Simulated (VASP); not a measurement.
# NbWS4 (Pm) in VASP: single point with PBE

Aim: the single point of NbWS4 with PBE.

Program: VASP 6.6.1. These are calculated values, not measurements. Logs are shortened: lines on timing, memory, paths and dates and some standing lists are left out, and cuts for length are marked.

### 1 The structure

It takes space group Pm (No. 6, monoclinic). Conventional cell: a = 5.685 Å, b = 3.274 Å, c = 6.900 Å, α = 90.00°, β = 106.02°, γ = 90.00°. Around Nb (site symmetry m) lie 6 S at 2.46 to 2.48 Å. W (site symmetry m) is surrounded by 6 S at 2.42 to 2.43 Å. S (site symmetry m) is surrounded by 1 W at 2.42 Å and 2 Nb at 2.46 Å. S (site symmetry m) has 1 W at 2.42 Å and 2 Nb at 2.46 Å as nearest neighbours. S (site symmetry m) has 2 W at 2.43 Å and 1 Nb at 2.48 Å as nearest neighbours. S (site symmetry m) has 2 W at 2.43 Å and 1 Nb at 2.48 Å as nearest neighbours.

The cell was built by a generator and needn't be a form met in nature.

### 2 Single point, PBE

INCAR

```
ALGO = Fast
EDIFF = 1E-5
ENCUT = 520
GGA = PE
ISIF = 2
ISMEAR = 0
LASPH = True
LCHARG = False
LREAL = Auto
LWAVE = False
NBANDS = 63
NELM = 80
PREC = Normal
SIGMA = 0.15
```

KPOINTS

```
k-points
0
Gamma
  4 4 4
```

POSCAR

```
NbWS4
1.0
    5.6847400000      0.0000000000      0.0000000000
    0.0000000000      6.5473200000      0.0000000000
   -1.9046470000      0.0000000000      6.6318200000
Nb W S
2 2 8
Direct
    0.9955310000      0.0000000000      0.9999980000
    0.9955310000      0.5000000000      0.9999980000
    0.5041640000      0.2500000000      0.0001320000
    0.5041640000      0.7500000000      0.0001320000
    0.7490940000      0.2500000000      0.7635570000
    0.7490940000      0.7500000000      0.7635570000
    0.9076380000      0.2500000000      0.2367060000
    0.9076380000      0.7500000000      0.2367060000
    0.2613460000      0.0000000000      0.7683840000
    0.2613460000      0.5000000000      0.7683840000
    0.4164430000      0.0000000000      0.2318250000
    0.4164430000      0.5000000000      0.2318250000
```

Potentials or basis: VASP PAW PBE potentials, release 64 (Nb_sv, W_sv, S).

Launch:

```
$ cat potpaw_PBE.64/Nb_sv/POTCAR potpaw_PBE.64/W_sv/POTCAR potpaw_PBE.64/S/POTCAR > POTCAR
$ mpirun -np 1 vasp_std > vasp.out
```

OUTCAR:

```text
EDIFF = 1E-5
   ENCUT = 520
   GGA = PE
   ISIF = 2
   ISMEAR = 0
   LASPH = True
   LREAL = Auto
   NELM = 80
   PREC = Normal

 ion  position               nearest neighbor table
   1  0.996  0.000  1.000-   5 2.46   6 2.46   7 2.46   8 2.46   9 2.48  11 2.48   3 3.24   4 3.24

   2  0.996  0.500  1.000-   5 2.46   6 2.46   7 2.46   8 2.46  10 2.48  12 2.48   3 3.24   4 3.24

   3  0.504  0.250  0.000-   5 2.42   7 2.42   9 2.43  10 2.43  11 2.43  12 2.43   1 3.24   2 3.24
                             4 3.27   4 3.27
   4  0.504  0.750  0.000-   6 2.42   8 2.42   9 2.43  10 2.43  11 2.43  12 2.43   1 3.24   2 3.24
                             3 3.27   3 3.27
   5  0.749  0.250  0.764-   3 2.42   2 2.46   1 2.46
   6  0.749  0.750  0.764-   4 2.42   2 2.46   1 2.46
   7  0.908  0.250  0.237-   3 2.42   2 2.46   1 2.46
   8  0.908  0.750  0.237-   4 2.42   2 2.46   1 2.46
   9  0.261  0.000  0.768-   3 2.43   4 2.43   1 2.48
  10  0.261  0.500  0.768-   3 2.43   4 2.43   2 2.48
  11  0.416  0.000  0.232-   3 2.43   4 2.43   1 2.48
  12  0.416  0.500  0.232-   3 2.43   4 2.43   2 2.48

  LATTYP: Found a simple monoclinic cell.
 ALAT       =     5.6847400000
 B/A-ratio  =     1.1517360513
 C/A-ratio  =     1.2137594696
 COS(beta)  =    -0.2760395173

  Lattice vectors:

 A1 = (   5.6847400000,   0.0000000000,   0.0000000000)
 A2 = (   0.0000000000,   6.5473200000,   0.0000000000)
 A3 = (  -1.9046470000,   0.0000000000,   6.6318200000)

Analysis of symmetry for initial positions (statically):
=====================================================================
 Subroutine PRICEL returns following result:

  LATTYP: Found a simple monoclinic cell.
 ALAT       =     5.6847400000
 B/A-ratio  =     0.5758680256
 C/A-ratio  =     1.2137594696
 COS(beta)  =    -0.2760395173

  Lattice vectors:

 A1 = (   5.6847400000,   0.0000000000,   0.0000000000)
 A2 = (   0.0000000000,   3.2736600000,   0.0000000000)
 A3 = (  -1.9046470000,   0.0000000000,   6.6318200000)

   2 primitive cells build up your supercell.

 Routine SETGRP: Setting up the symmetry group for a
 simple monoclinic supercell.

 Subroutine GETGRP returns: Found  2 space group operations
 (whereof  2 operations were pure point group operations)
 out of a pool of  4 trial point group operations.

The static configuration has the point symmetry C_1h.

Analysis of symmetry for dynamics (positions and initial velocities):
=====================================================================
 Subroutine PRICEL returns following result:

  LATTYP: Found a simple monoclinic cell.
 ALAT       =     5.6847400000
 B/A-ratio  =     0.5758680256
 C/A-ratio  =     1.2137594696
 COS(beta)  =    -0.2760395173

  Lattice vectors:

 A1 = (   5.6847400000,   0.0000000000,   0.0000000000)
 A2 = (   0.0000000000,   3.2736600000,   0.0000000000)
 A3 = (  -1.9046470000,   0.0000000000,   6.6318200000)

   2 primitive cells build up your supercell.

 Routine SETGRP: Setting up the symmetry group for a
 simple monoclinic supercell.

 Subroutine GETGRP returns: Found  2 space group operations
 (whereof  2 operations were pure point group operations)
 out of a pool of  4 trial point group operations.

The dynamic configuration has the point symmetry C_1h.

 Subroutine INISYM returns: Found  2 space group operations
 (whereof  2 operations are pure point group operations),
 and found     2 'primitive' translations

----------------------------------------------------------------------------------------

                                     Primitive cell

  volume of cell :     123.4175

  direct lattice vectors                    reciprocal lattice vectors
     5.684740000  0.000000000  0.000000000     0.175909540  0.000000000  0.050520910
     0.000000000  3.273660000  0.000000000     0.000000000  0.305468497  0.000000000
    -1.904647000  0.000000000  6.631820000     0.000000000  0.000000000  0.150788170

  length of vectors
     5.684740000  3.273660000  6.899907007     0.183020569  0.305468497  0.150788170

  position of ions in fractional coordinates (direct lattice)
     0.995531000  0.000000000  0.999998000
     0.504164000  0.500000000  0.000132000
     0.749094000  0.500000000  0.763557000
     0.907638000  0.500000000  0.236706000
     0.261346000  0.000000000  0.768384000
     0.416443000  0.000000000  0.231825000

  ion indices of the primitive-cell ions
   primitive index   ion index
                 1           1
                 2           3
                 3           5
                 4           7
                 5           9
                 6          11

----------------------------------------------------------------------------------------

 KPOINTS: k-points

Automatic generation of k-mesh.
 Grid dimensions read from file:
 generate k-points for:    4    4    4

 Generating k-lattice:

  Cartesian coordinates                     Fractional coordinates (reciprocal lattice)
     0.043977385  0.000000000  0.012630227     0.250000000  0.000000000 -0.000000000
     0.000000000  0.038183562  0.000000000     0.000000000  0.250000000  0.000000000
     0.000000000  0.000000000  0.037697042     0.000000000  0.000000000  0.250000000

  Length of vectors
     0.045755142  0.038183562  0.037697042

  Shift w.r.t. Gamma in fractional coordinates (k-lattice)
     0.000000000  0.000000000  0.000000000

 Subroutine IBZKPT returns following result:
 ===========================================

 Found     30 irreducible k-points:

 Following reciprocal coordinates:
            Coordinates               Weight
  0.000000  0.000000  0.000000      1.000000
  0.250000  0.000000  0.000000      2.000000
  0.500000  0.000000  0.000000      1.000000
  0.000000  0.250000  0.000000      2.000000
  0.250000  0.250000  0.000000      4.000000
  0.500000  0.250000  0.000000      2.000000
[... 16 lines left out ...]
  0.250000  0.000000  0.500000      2.000000
  0.500000  0.000000  0.500000      1.000000
 [... further k-points ...]
   k-points           NKPTS =     30   k-points in BZ     NKDIM =     30   number of bands    NBANDS=     63
   number of dos      NEDOS =    301   number of ions     NIONS =     12
   total plane-waves  NPLWV =  51200
   dimension x,y,z NGX =    32 NGY =   40 NGZ =   40
   dimension x,y,z NGXF=    64 NGYF=   80 NGZF=   80
   ions per type =               2   2   8
   NGX,Y,Z   is equivalent  to a cutoff of   9.36, 10.16,  9.64 a.u.
   NGXF,Y,Z  is equivalent  to a cutoff of  18.72, 20.31, 19.28 a.u.
 SYSTEM =  unknown system
   PREC   = normal    normal or accurate (medium, high low for compatibility)
   ISTART =      0    job   : 0-new  1-cont  2-samecut
   ICHARG =      2    charge: 1-file 2-atom 10-const
   ISPIN  =      1    spin polarized calculation?
   LNONCOLLINEAR =      F non collinear calculations
   LSORBIT =      F    spin-orbit coupling
   LASPH  =      T    aspherical Exc in radial PAW
   ENCUT  =  520.0 eV  38.22 Ry    6.18 a.u.  10.57 12.17 12.83*2*pi/ulx,y,z
   NELM   =     80;   NELMIN=  2; NELMDL= -5     # of ELM steps
   EDIFF  = 0.1E-04   stopping-criterion for ELM
   LREAL  =      T    real-space projection
   EDIFFG = 0.1E-03   stopping-criterion for IOM
   NSW    =      0    number of steps for IOM
   IBRION =     -1    ionic relax: 0-MD 1-quasi-New 2-CG
   NFREE  =      0    steps in history (QN), initial steepest desc. (CG)
   ISIF   =      2    stress and relaxation
   ISYM   =      2    0-nonsym 1-usesym 2-fastsym
   POTIM  = 0.5000    time-step for ionic-motion
   TEBEG  =    0.0;   TEEND  =   0.0 temperature during run
   PSTRESS=    0.0 pullay stress
   NELECT =     102.0000    total number of electrons
   NUPDOWN=      -1.0000    fix difference up-down
   EMIN   =  10.00;   EMAX   =-10.00  energy-range for DOS
   EFERMI =   0.00;   METHOD = LEGACY
   ISMEAR =     0;   SIGMA  =   0.15  broadening in eV -4-tet -1-fermi 0-gaus
   EFERMI_NEDOS =   21; number of points for ismear=-14 and -15
   IALGO  =     68    algorithm
   IMIX   =      4    mixing-type and parameters
     AMIX     =   0.40;   BMIX     =  1.00
     AMIX_MAG =   1.60;   BMIX_MAG =  1.00
  volume/ion in A,a.u.               =      20.57       138.81
  Fermi-wavevector in a.u.,A,eV,Ry     =   1.219381  2.304295 20.230351  1.486889
  Thomas-Fermi vector in A             =   2.354635
   LORBIT       =      0    0 simple, 1 ext, 2 COOP (PROOUT), +10 PAW based schemes
   GGA     = PE    functional components
   LHFCALC =     F    Hartree Fock is set to
   AEXX    =    0.0000 exact exchange contribution
   IVDW    =     0    specifies the selected vdW correction
   LEPSILON=     F    determine dielectric tensor
   LRPA    =     F    only Hartree local field effects (RPA)
 non-spin polarized calculation
 RMM-DIIS sequential band-by-band and
 Gauss-broadening in eV      SIGMA  =   0.15
  energy-cutoff  :      520.00
  volume of cell :      246.84
 maximum number of plane-waves:      6674
   NGX = 21   NGY = 25   NGZ = 25

 number of electron     102.0000029 magnetization

 Free energy of the ion-electron system (eV)
  ---------------------------------------------------
  ext. energy  EPLUGINS =         0.00000000
  ---------------------------------------------------
  free energy    TOTEN  =       -90.60194126 eV

  energy without entropy =      -90.54596935  energy(sigma->0) =      -90.57395530

 E-fermi :   5.2729     XC(G=0):  -9.9898

 val. band max:        5.2687519343   @ k =   0.2500   0.2500   0.5000
 cond. band min:       5.4341023776   @ k =   0.2500   0.2500   0.0000
 fundamental gap:      0.1653504433
 Fermi energy:         5.2728655452

 k-point     1 :       0.0000    0.0000    0.0000
  band No.  band energies     occupation
      1     -68.8268      2.00000
      2     -68.8214      2.00000
      3     -49.4792      2.00000
      4     -49.4566      2.00000
      5     -33.1242      2.00000
      6     -33.0560      2.00000
[... 1573 lines left out ...]
     62       9.2110      0.00000
     63       9.3877      0.00000

 [... further k-points ...]

------------------------ aborting loop because EDIFF is reached ----------------------------------------

  FORCE on cell =-STRESS in cart. coord.  units (eV):
  Direction    XX          YY          ZZ          XY          YZ          ZX
  --------------------------------------------------------------------------------------
  -------------------------------------------------------------------------------------
  Total       -0.1538833     -0.2523091     -0.0026128      0.0000000      0.0000000     -0.0408649
  in kB       -0.9988382     -1.6377083     -0.0169592      0.0000000      0.0000000     -0.2652492
  external PRESSURE =      -0.8845019 kB  Pullay stress =       0.0000000 kB

 VOLUME and BASIS-vectors are now :
 -----------------------------------------------------------------------------
  energy-cutoff  :      520.00
  volume of cell :      246.84
      direct lattice vectors                 reciprocal lattice vectors
     5.684740000  0.000000000  0.000000000     0.175909540  0.000000000  0.050520910
     0.000000000  6.547320000  0.000000000     0.000000000  0.152734249  0.000000000
    -1.904647000  0.000000000  6.631820000     0.000000000  0.000000000  0.150788170

 POSITION                                       TOTAL-FORCE (eV/Angst)
 -----------------------------------------------------------------------------------
      3.75469      0.00000      6.63181         0.009341     -0.000000      0.003170
      3.75469      3.27366      6.63181         0.009341     -0.000000      0.003170
      2.86579      1.63683      0.00088        -0.012805     -0.000000     -0.001601
      2.86579      4.91049      0.00088        -0.012805     -0.000000     -0.001601
      2.80410      1.63683      5.06377         0.004275     -0.000000     -0.005994
      2.80410      4.91049      5.06377         0.004275     -0.000000     -0.005994
      4.70884      1.63683      1.56979        -0.004453      0.000000      0.007746
      4.70884      4.91049      1.56979        -0.004453     -0.000000      0.007746
      0.02218      0.00000      5.09578        -0.001134     -0.000000      0.006821
      0.02218      3.27366      5.09578        -0.001134     -0.000000      0.006821
      1.92583      0.00000      1.53742         0.004776     -0.000000     -0.010142
      1.92583      3.27366      1.53742         0.004776     -0.000000     -0.010142
 -----------------------------------------------------------------------------------
    total drift:                               -0.006865     -0.000000     -0.007802

  FREE ENERGIE OF THE ION-ELECTRON SYSTEM (eV)
  ---------------------------------------------------
  free  energy   TOTEN  =       -90.6019412639 eV

  energy  without entropy=      -90.5459693454  energy(sigma->0) =      -90.57395530
```

Wall time 7.2 min (1 thread of Intel Xeon Platinum 8259CL at 2.50GHz (Skylake/Cascade Lake), shared host); peak memory 0.41 GiB.

Results:

```
Free energy            : -90.6019 eV
Pressure               : -0.1 GPa
Largest force          : 0.013 eV/Å
Band gap on the k mesh : none (metal or under the smearing width)
```

Forces in eV/Å, atoms in the order of the input:
```
Nb   0.009  0.000  0.003
Nb   0.009  0.000  0.003
W   -0.013  0.000 -0.002
W   -0.013  0.000 -0.002
S    0.004  0.000 -0.006
S    0.004  0.000 -0.006
S   -0.004  0.000  0.008
S   -0.004  0.000  0.008
S   -0.001  0.000  0.007
S   -0.001  0.000  0.007
S    0.005  0.000 -0.010
S    0.005  0.000 -0.010
```

Caveat: this functional lacks dispersion, which binds the layers, so the pressure and a relaxed spacing across them are unreliable. The run has no spin-orbit coupling, so splittings on W are missing.
